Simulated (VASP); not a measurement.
Data:

```xyz
4
Lattice="1.5566 -2.6962 0.0000 1.5566 2.6962 0.0000 0.0000 0.0000 4.9837" Properties=species:S:1:pos:R:3 pbc="T T T"
Al     1.5066    -0.8987     2.4920
Al     1.5566     0.8987     0.0001
N      1.5566    -0.8987     4.3955
N      1.5566     0.8987     1.9037
```

The numbers are results of PBEsol GGA, VASP's PBE PAW potentials (set 64) (plane waves; VASP), not measurements. Settings: 600 eV cut-off, 8×8×4 Γ-centred mesh, Gaussian smearing of 0.050 eV, potentials Al N.

Task: What does the run give for the energy per atom (σ→0), largest force?

Result: 
```json
{
 "energy per atom (σ→0)": "-7.824 eV/atom",
 "largest_force": "0.792 eV/Å"
}
```

Only differences to runs with the same potentials and settings are physical.

The compound is AlN in the wurtzite structure. This cell was strained or had an atom moved on purpose.
